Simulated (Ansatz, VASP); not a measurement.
# Cross-check of CsH between VASP and Ansatz, part 2 of 2

Wanted: the spread between two codes on one cell, functional and k mesh. The cell is taken from a series of runs on this material, whose earlier steps may have relaxed, scaled, displaced or heated it; both programs get it as it stands.

VASP 6.6.1 and Ansatz 0.2.0.

So far: Starting point; VASP: zone-centre phonons, LDA.

### Step 3. Ansatz: zone-centre phonons, LDA

Level of this step: Ansatz beside VASP: Kohn-Sham DFT, plane waves, LDA (Ansatz).

Ansatz runs on norm-conserving files, of PseudoDojo where its log says so.

The same cell, functional (in two slightly different forms) and mesh now go to Ansatz.

input.yaml

```yaml
crystal:
  lattice:
    - [3.636554869, 0.0, 0.0]
    - [0.0, 3.636554869, 0.0]
    - [0.0, 0.0, 3.636554869]
  atoms:
    - { symbol: Cs, position: [0.0, 0.0, 0.0] }
    - { symbol: H, position: [0.5, 0.5, 0.5] }
kpoints:
  mp_grid: { grid: [6, 6, 6] }
hamiltonian:
  xc: lda
  pseudopotentials: { kind: nc, accuracy: standard }
scf:
  occupations: { method: fixed }
output:
  eigenvalues: true
basis:
  ecutwfc: 1006.821
phonons:
  method: dfpt
  dielectric: true
  rigid_motions: translations
```

On the command line:

```
> ansatz run input.yaml --threads 2 --pin off --max-ram 4096MiB --backend cpu --events-out ev --progress --plain --runs-dir out
```

Output:

```text
Warning: basis.ecutwfc = 1006.821 eV is below the records' recommended 1006.821291 eV, and the density's cutoff is lower with it unless basis.ecutrho_ratio is high enough to keep the records' density cutoff: compare with a run at a higher cutoff
Engine: ansatz 0.2.0, x86_64-unknown-linux-gnu
Pseudopotentials: kind: nc
Pseudopotential: Cs, nc, valence charge 9, recommended cutoff 653.07327 eV (normal), Cs.nc.azcp (PseudoDojo's, or run here from an input of PseudoDojo's; its table is named by hamiltonian.pseudopotentials.accuracy)
Pseudopotential: H, nc, valence charge 1, recommended cutoff 1006.821291 eV (normal), H.nc.azcp (PseudoDojo's, or run here from an input of PseudoDojo's; its table is named by hamiltonian.pseudopotentials.accuracy)
Functional definition: SPW92
  exchange = slater_x
  correlation = pw_c
Crystal: 2 atoms, lattice volume = 48.092 Å³
Basis set: ecut = 1006.821 eV, 3431 PW (Γ), exchange–correlation on 80×80×80 points (8 copies of the dense FFT grid, shifted against one another)
Bands: 9, of which v1, the nominal top of the filled ones, is band 5 counted from 1 (4 counted from 0)
Symmetry: 48 space group operations
k-points: 40 of 216 (irreducible under 8 space group operations, time reversal used)
Non-local potential: Cs, projectors of the file, l = 0: 2, l = 1: 2, l = 2: 2, l = 3: 2
Non-local potential: H, projectors of the file, l = 0: 2, l = 1: 1
Initial density: superposition of atomic densities (chi_scale 0.1, normalization cell, long waves kept (reshape's long-wave potential 0.00 eV rms))
Initial wavefunctions: pseudopotential atomic-orbital guess
Functional: x = slater, c = lda
SCF iter   1: F=—  HF=-654.355796 eV  |F-HF|=—  |Δ(HF+E_count)|=         —  Δρ=3.92e-2  dr2=1.22e0  ethr=3.10e-3  ⟨swp⟩=5.4  Hψ=2435  notcnv=0  defer=69
preconditioner: auto → none  [insulator: Δε(μ)=3.588 eV  Ē_g=11.808 eV  n_scr=6 (ndim 8)  ℏωp=15.1 eV  f_vac=0.000  ε∞_Penn≈2.6]
SCF iter   2: F=—  HF=-653.877144 eV  |F-HF|=—  |Δ(HF+E_count)|=   4.79e-1  Δρ=5.05e-3  dr2=1.79e-2  ethr=3.10e-3  ⟨swp⟩=3.1  Hψ=898  notcnv=0  defer=78
SCF iter   3: F=—  HF=-653.874844 eV  |F-HF|=—  |Δ(HF+E_count)|=   2.30e-3  Δρ=2.57e-3  dr2=1.92e-3  ethr=1.79e-4  ⟨swp⟩=2.5  Hψ=832  notcnv=0  defer=79
SCF iter   4: F=—  HF=-653.875356 eV  |F-HF|=—  |Δ(HF+E_count)|=   5.12e-4  Δρ=3.90e-4  dr2=6.36e-5  ethr=1.92e-5  ⟨swp⟩=2.1  Hψ=472  notcnv=0  defer=79
SCF iter   5: F=—  HF=-653.875352 eV  |F-HF|=—  |Δ(HF+E_count)|=   4.28e-6  Δρ=5.30e-5  dr2=1.23e-6  ethr=6.36e-7  ⟨swp⟩=2.4  Hψ=576  notcnv=0  defer=79
SCF iter   6: F=—  HF=-653.875344 eV  |F-HF|=—  |Δ(HF+E_count)|=   8.18e-6  Δρ=4.98e-6  dr2=1.10e-8  ethr=1.23e-8  ⟨swp⟩=2.2  Hψ=572  notcnv=0  defer=76
SCF iter   7: F=—  HF=-653.875344 eV  |F-HF|=—  |Δ(HF+E_count)|=   2.16e-9  Δρ=7.82e-7  dr2=2.84e-10  ethr=1.10e-10  ⟨swp⟩=2.5  Hψ=592  notcnv=0  defer=76
SCF iter   8: F=-653.875344 eV  HF=-653.875344 eV  |F-HF|=2.27e-13  |Δ(HF+E_count)|=  4.81e-11  Δρ=5.82e-8  dr2=1.02e-12  ethr=1.00e-12  ⟨swp⟩=14.7  Hψ=4406  notcnv=0
SCF 1 converged in 8 iterations: F = -653.875344 eV  dr2 = 1.02e-12
DFPT response loops at Γ: preconditioner auto → none (the input reference at scf.mixing.eps_inf says where Resta's filter doesn't serve); β = 0.50; Broyden in place of MSR1
── the response to a field inside a basis, on 6×6×6 k-points: an SCF that follows is theirs, and a resumed run solves both again ──
Bands: 6, of which v1, the nominal top of the filled ones, is band 5 counted from 1 (4 counted from 0)
k-points: 10 of 216
Initial density: handed on by an earlier stage of this run
Initial wavefunctions: pseudopotential atomic-orbital guess (no wavefunctions were taken with the density)
Eigensolver: Dense (10 Hₖ)
SCF iter   1: F=—  HF=-653.875048 eV  |F-HF|=—  |Δ(HF+E_count)|=         —  Δρ=4.32e-5  dr2=3.43e-7  ethr=1.00e-1
preconditioner: auto → none  [insulator: Δε(μ)=3.040 eV  Ē_g=10.268 eV  n_scr=6 (ndim 8)  ℏωp=15.1 eV  f_vac=0.000  ε∞_Penn≈3.2]
SCF iter   2: F=-653.875048 eV  HF=-653.875048 eV  |F-HF|=3.67e-8  |Δ(HF+E_count)|=   2.57e-8  Δρ=2.12e-5  dr2=3.07e-8  ethr=3.43e-9
SCF 1 converged in 2 iterations: F = -653.875048 eV  dr2 = 3.07e-8
DFPT response loops at Γ: mixed as the last ones told, above
WARN: field response: ε∞ stands inside a basis, on 6×6×6 points; the force constants stand on the 6×6×6 k-mesh, whose period is 11.11 times the interband length at k = (-0.5000, -0.5000, -0.5000), direct gap 2.420 eV, under 14: take them and everything formed from them as unconverged, and compare with a denser kpoints.mp_grid
SCF converged after 8 iterations
Free energy (F): -653.875344 eV
Harris-Foulkes:  -653.875344 eV  (|F-HF|=2.27e-13)
Internal energy: -653.875344 eV  (E = F + TS)
E sigma→0 (E₀):  -653.875344 eV
Fermi energy:    5.380832 eV
--- Per-component energies (eV) ---
  E_band       = -40.663047
  E_kinetic    = 155.308525
  E_local      = -280.023213  (includes V_loc(G=0)·N_el)
  E_nonlocal   = 89.896014
  E_hartree    = 66.842653
  E_xc         = -196.692479
  E_vxc        = -139.529676  (∫ρ·V_xc dr)
  E_ewald      = -489.206845
  E_smearing   = -0.000000  (= −TS)
  E_closure    = 0.000000  (closes the sum)
  Σ components = -653.875344   (vs F -653.875344, Δ=0.00e0)
--- Band table (eV; the first three rows and the last of 40) ---
  k-point 0: bands = ["-16.4486", "-2.1159", "-2.1159", "-2.1159", "3.2244", "8.5271", "8.5271", "13.6552", "15.7774"]
  k-point 1: bands = ["-16.3873", "-2.7878", "-2.0589", "-2.0589", "3.7451", "8.7125", "9.1872", "12.6986", "13.7617"]
  k-point 2: bands = ["-16.2595", "-3.8455", "-1.9411", "-1.9411", "4.7186", "8.8863", "9.1622", "12.2538", "12.2538"]
  k-point 39: bands = ["-15.7200", "-3.4791", "-3.4791", "-3.4791", "5.3808", "7.8011", "7.8011", "7.8011", "17.4230"]
--- Phonons (Γ-DFPT): 2 representative perturbations + reference, on 40 of 216 k-points (Σ response iterations 6) ---
  k mesh reduced under 8 symmetry operations, with k and −k counted as one. Each operation leaves every solved perturbation unchanged. A smaller set is not considered because the run solves the response to a homogeneous field
  ASR residual: 2.615e-5 → 0.000e0 eV/Å²; symmetrization residual: 5.743e-8 eV/Å²
  ASR residual per site (eV/Å²): 2.62e-5 9.47e-6
  Γ frequencies (cm⁻¹): 0.00 0.00 0.00 415.68 415.68 415.68
  ε∞ (high-frequency dielectric tensor):
        4.204096     0.000000     0.000000
        0.000000     4.204096     0.000000
        0.000000     0.000000     4.204096
  ε⁰ (static dielectric tensor: ions relaxed, cell fixed):
       12.192346     0.000000     0.000000
        0.000000    12.192346    -0.000000
        0.000000    -0.000000    12.192346
  ε⁰ − ε∞ (ionic part):
        7.988251     0.000000     0.000000
        0.000000     7.988251    -0.000000
        0.000000    -0.000000     7.988251
  softest optical mode at Γ: 415.68 cm⁻¹; the repairs (sum rule, projections) moved no ω² at Γ by more than (1.63 cm⁻¹)²
  Born effective charges Z* (e; rows j = field, columns β = displacement):
    site 0:
         1.16172    0.00000    0.00000
        -0.00000    1.16172   -0.00000
         0.00000    0.00000    1.16172
    site 1:
        -1.16172   -0.00000    0.00000
         0.00000   -1.16172    0.00000
         0.00000    0.00000   -1.16172
  Z* charge neutrality: 7.588e-4 e pre-enforcement
  solved inside a basis spanned on kpoints, on 6×6×6 k-points, its susceptibility summed on 10×10×10: ε∞ is read to err by 1.6e-2, Z* by 9.9e-3 e (field_mesh: kpoints solves on kpoints); Z* is corrected for what the basis lacks
  optical modes at Γ without the LO–TO term, one row a degenerate level:
      ω (cm⁻¹)  modes    IR ((D/Å)²/amu)
        415.68      3            93.3697
  optical modes at Γ + LO–TO along q̂ = [1.0000, 0.0000, 0.0000]:
      ω (cm⁻¹)  modes    IR ((D/Å)²/amu)
        415.68      2            62.2465
        707.89      1            31.1232
  optical modes at Γ + LO–TO along q̂ = [0.0000, 1.0000, 0.0000]:
      ω (cm⁻¹)  modes    IR ((D/Å)²/amu)
        415.68      2            62.2465
        707.89      1            31.1232
  optical modes at Γ + LO–TO along q̂ = [0.0000, 0.0000, 1.0000]:
      ω (cm⁻¹)  modes    IR ((D/Å)²/amu)
        415.68      2            62.2465
        707.89      1            31.1232
```

### Step 4. Side by side

Known differences besides the potentials themselves: the two LDA forms differ slightly; fixed occupations in Ansatz, narrow Gaussian smearing in VASP; VASP's response is taken on the typed mesh, Ansatz refines its own for the field response alone; the cutoff is 1006.82 eV in Ansatz and 500 eV in VASP; VASP's log shows a relativistic correction to its local exchange, Ansatz's none. Total energies have different zeros and are not compared.

Both answers:

| quantity | Ansatz | VASP | difference |
| --- | --- | --- | --- |
| ε∞ xx | 4.20 | 4.28 | -1.84 % |
| ε∞ yy | 4.20 | 4.28 | -1.84 % |
| ε∞ zz | 4.20 | 4.28 | -1.84 % |
| Born charge of Cs1 (mean of the diagonal) (e) | 1.16 | 1.18 | -0.02 |
| Born charge of H2 (mean of the diagonal) (e) | -1.16 | -1.18 | +0.02 |
| optical mode 1 to 3 (cm⁻¹) | 415.7 | 421.5 | -1.39 % |

Modes are paired by rising frequency, not by their patterns, so a pair may set unlike modes beside each other; they are those without the splitting of longitudinal modes.

### Step 5. Outcome

- r.m.s. difference of the optical zone-centre modes, each program's sorted by frequency (zone-centre phonons, LDA): 5.8 cm⁻¹
- difference in ε∞ xx (zone-centre phonons, LDA): -1.8 %

**Reading.** The r.m.s. difference of the optical zone-centre modes, each program's sorted by frequency is 5.8 cm⁻¹ (zone-centre phonons, LDA). Among the rows given in per cent, the largest difference of the zone-centre phonons, LDA pair is in ε∞ xx, -1.8 %. How closely two codes agree says nothing of how well the functional describes the real material.

[Lines on the potential files, build, host, timing and source positions are cut from VASP's logs without a mark.]

[Logs are printed without paths, hosts, clocks, repeated set-up lines and the standing remarks that a program may print on its own settings, such as how far it seeks lower states.]

[Hosts, paths, dates, database ids (printed as entryN), source tags and the programs' standing remarks are cut or masked in the printed files.]
